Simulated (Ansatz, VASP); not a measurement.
# Ti (Ti(0001), 6 layers): VASP beside Ansatz, part 2 of 2

Aim: how closely do two programs agree when they are given the same cell, functional and k mesh? Of the first pair: The structure shown is the start of the Ansatz relaxation below; VASP solves that cell, so the two are compared at the walk's first step.

VASP 6.6.1 and Ansatz 0.2.0.

So far. Step 4 (Differences): The forces differ by 2.7 meV/Å r.m.s., which is 1.1 % of the r.m.s. force of 0.255 eV/Å (both taken over all components). With vacuum in the cell, a pressure given here is an average over mostly empty space and none of the material.

### Step 5. Ansatz: relaxation, PBE

Level of this step: Ansatz beside VASP: Kohn-Sham DFT, plane waves, PBE (Ansatz).

This run makes the geometry at which the two programs are then compared.

The structure compared here is the end of the Ansatz relaxation.

input.yaml

```yaml
crystal:
  lattice:
    - [2.95, 0.0, 0.0]
    - [1.475, 2.5547749412, 0.0]
    - [0.0, 0.0, 27.7115]
  atoms:
    - { symbol: Ti, position: [0.6666666667, 0.6666666667, 0.2886888115] }
    - { symbol: Ti, position: [0.0, 0.0, 0.3732132869] }
    - { symbol: Ti, position: [0.6666666667, 0.6666666667, 0.4577377623] }
    - { symbol: Ti, position: [0.0, 0.0, 0.5422622377] }
    - { symbol: Ti, position: [0.6666666667, 0.6666666667, 0.6267867131] }
    - { symbol: Ti, position: [0.0, 0.0, 0.7113111885] }
kpoints:
  mp_grid: { grid: [12, 12, 1] }
hamiltonian:
  xc: pbe
scf:
  occupations: { method: fermi_dirac, width: 0.1 }
  convergence: { dr2_threshold: 1.0e-08 }
efield:
  axis: 3
  dipole_correction: true
  ramp_position: 0.97
  ramp_width: 0.04
relax:
  f_tol: 0.01
  constraints: [{ sites: [2, 3] }]
output:
  write_potential: true
  write_density: true
  volumetric_format: npy
```

On the command line:

```
$ ansatz run input.yaml --threads 2 --pin off --max-ram 4096MiB --backend cpu --events-out ev --progress --plain --runs-dir out
```

Numbers of over 12 decimals in the logs are rounded to 6 here.

The program printed:

```text
[...]
Crystal: 6 atoms, lattice volume = 208.850 Å³
Basis set: ecut = 420 eV, 4017 PW (Γ), exchange–correlation on 40×40×384 points (8 copies of the dense FFT grid, shifted against one another)
Bands: 44, of which v1, the nominal top of the filled ones, is band 36 counted from 1 (35 counted from 0)
Symmetry: 6 space group operations
[...]
F+E_penalty+E_count = -14996.29506610 eV   max|allowed force component| = 3.588e-4 eV/Å
  atoms:
    - { symbol: Ti, position: [0.666667, 0.666667, 0.293785] }
[...]
- { symbol: Ti, position: [0.666667, 0.666667, 0.4577377623] }
    - { symbol: Ti, position: [0.0, 0.0, 0.5422622377] }
    - { symbol: Ti, position: [0.666667, 0.666667, 0.627965] }
    - { symbol: Ti, position: [1.0229176547639074e-18, -2.045835309527817e-18, 0.706215] }
[key lines of the parts left out:]
SCF converged after 7 iterations
Free energy (F): -14996.295066 eV
Fermi energy:    4.603765 eV
Dipole field:    D = 0.000008 V/Å  (p = 0.000009 e·Å, saw-weighted, corrected)
Work function:   Φ+ = 4.3720 eV   Φ− = 4.3722 eV
```

### Step 6. VASP: single point, PBE, relaxed cell, pair 2

The same cell, functional, mesh and smearing now go to VASP, with its own data sets.

INCAR

```
SYSTEM = Ti
PREC = Accurate
ENCUT = 400
EDIFF = 1E-06
NELM = 120
ISMEAR = -1
SIGMA = 0.1
LREAL = .FALSE.
ALGO = Normal
GGA = PE
NBANDS = 44
LASPH = .TRUE.
LORBIT = 11
LWAVE = .FALSE.
LCHARG = .FALSE.
ISIF = 2
LDIPOL = .TRUE.
IDIPOL = 3
DIPOL = 0.5 0.5 0.5
LVHAR = .TRUE.
GGA_COMPAT = .FALSE.
NELMDL = -8
KPAR = 2
```

POSCAR

```
Ti
1.0
    2.9500000000      0.0000000000      0.0000000000
    1.4750000000      2.5547749412      0.0000000000
    0.0000000000      0.0000000000     27.7115000000
Ti
6
Direct
    0.6666666666      0.6666666666      0.2937853390
    1.0000000000      1.0000000000      0.3720349342
    0.6666666666      0.6666666666      0.4577377626
    1.0000000000      1.0000000000      0.5422622381
    0.6666666666      0.6666666666      0.6279650665
    1.0000000000      1.0000000000      0.7062146617
```

KPOINTS

```
Automatic mesh
0
Gamma
12 12 1
0 0 0
```

Potentials, in the order of the species: Ti_sv (PBE family, release 64).

On the command line:

```
$ mpirun -np 2 vasp_std
```

The program printed:

```text
[... set-up lines as in an earlier step ...]
 entering main loop
       N       E                     dE             d eps       ncg     rms          rms(c)
DAV:   1     0.858081990864E+03    0.85808E+03   -0.35845E+04  1928   0.152E+03
DAV:   2     0.743510251678E+02   -0.78373E+03   -0.77346E+03  1728   0.514E+02
DAV:   3    -0.303223931241E+02   -0.10467E+03   -0.10231E+03  2688   0.164E+02
DAV:   4    -0.513069738303E+02   -0.20985E+02   -0.20791E+02  2432   0.598E+01
[...]
DAV:  32    -0.452745148234E+02   -0.27066E-05   -0.52581E-07  1124   0.361E-03    0.805E-04
DAV:  33    -0.452745158511E+02   -0.10277E-05   -0.28852E-07  1060   0.235E-03    0.327E-04
DAV:  34    -0.452745159766E+02   -0.12555E-06   -0.17541E-07  1040   0.142E-03
   1 F= -.45274516E+02 E0= -.45118989E+02  d E =-.311055E+00
```

OUTCAR, selected parts (step 6):

```text
  Total       -1.8611172     -1.8611172     -0.9863700      0.0000000      0.0000000      0.0000000
  in kB      -14.2774156    -14.2774156     -7.5668608      0.0000000      0.0000000      0.0000000
  external PRESSURE =     -12.0405640 kB  Pullay stress =       0.0000000 kB

 POSITION                                       TOTAL-FORCE (eV/Angst)
 -----------------------------------------------------------------------------------
      2.95000      1.70318      8.14123         0.000000      0.000000      0.000421
      0.00000      0.00000     10.30965        -0.000000     -0.000000      0.008772
      2.95000      1.70318     12.68460         0.000000     -0.000000      0.147617
      0.00000      0.00000     15.02690         0.000000     -0.000000     -0.147617
      2.95000      1.70318     17.40185         0.000000      0.000000     -0.008772
      0.00000      0.00000     19.57027         0.000000     -0.000000     -0.000421
 -----------------------------------------------------------------------------------
    total drift:                                0.000000      0.000000      0.000435

  FREE ENERGIE OF THE ION-ELECTRON SYSTEM (eV)
  ---------------------------------------------------
  free  energy   TOTEN  =       -45.2745159766 eV

  energy  without entropy=      -44.9634611872  energy(sigma->0) =      -45.11898858

[... 2 parts as in an earlier step ...]

[... 1 further part left out ...]
[key lines of the parts left out:]
E-fermi :   2.0888
```

### Step 7. Differences

Both answers:

```
                                   quantity  Ansatz  VASP  difference
 work function, lower of the two faces (eV)    4.37  4.37        0.00
work function, higher of the two faces (eV)    4.37  4.37        0.00
```

Forces (eV/Å; atoms numbered as in POSCAR):

```
atom        Ansatz x, y, z          VASP x, y, z
 Ti1   0.000, 0.000, 0.000   0.000, 0.000, 0.000
 Ti2   0.000, 0.000, 0.000   0.000, 0.000, 0.009
 Ti3   0.000, 0.000, 0.149   0.000, 0.000, 0.148
 Ti4  0.000, 0.000, -0.149  0.000, 0.000, -0.148
 Ti5   0.000, 0.000, 0.000  0.000, 0.000, -0.009
 Ti6   0.000, 0.000, 0.000   0.000, 0.000, 0.000
```

The forces differ by 3.1 meV/Å r.m.s., which is 6.2 % of the r.m.s. force of 0.049 eV/Å (both taken over all components). With vacuum in the cell, a pressure given here is an average over mostly empty space and none of the material.

### Step 8. Outcome

```
r.m.s. force difference (single point, PBE, start cell, pair 1)   : 1.1 % of the r.m.s. force
r.m.s. force difference (single point, PBE, relaxed cell, pair 2) : 3.1 meV/Å
```

What this shows: The r.m.s. force difference is 1.1 % of the r.m.s. force (single point, PBE, start cell, pair 1), within the 3 % picked in this series as the mark of a large difference. Such differences can come from data sets, numerical settings and the points named under the comparisons, not from the functional's error against experiment.

[Lines on the potential files, build, host, timing and source positions are cut from VASP's logs without a mark.]

[Logs are printed without paths, hosts, clocks, repeated set-up lines and the standing remarks that a program may print on its own settings, such as how far it seeks lower states.]

[Hosts, paths, dates, database ids (printed as entryN), source tags and the programs' standing remarks are cut or masked in the printed files.]
